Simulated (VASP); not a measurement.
Input:

```
MoSi2
1.0
   -1.59473     1.59473     3.91705
    1.59473    -1.59473     3.91705
    1.59473     1.59473    -3.91705
Si Mo
2 1
Direct
  0.66544   0.66544   0.00000
  0.33456   0.33456   0.00000
  0.00000   0.00000   0.00000
```

Calculation: revTPSS meta-GGA, VASP's PBE PAW potentials (set 64) (plane waves; VASP 6.6.1). Settings: 520 eV cut-off, 15×15×15 Γ-centred mesh, tetrahedra with Blöchl corrections, potentials Si Mo_sv.

Problem. Estimate the energy per atom (σ→0), band gap (over mesh and band path) with the smallest direct gap where there is one.

Solution. 
The band gap (over mesh and band path) is none (metal, semimetal or under 0.01 eV) and the energy per atom (σ→0) is -4.777 eV/atom.

The compound is MoSi2 in the MoSi2 type structure. It was relaxed first.
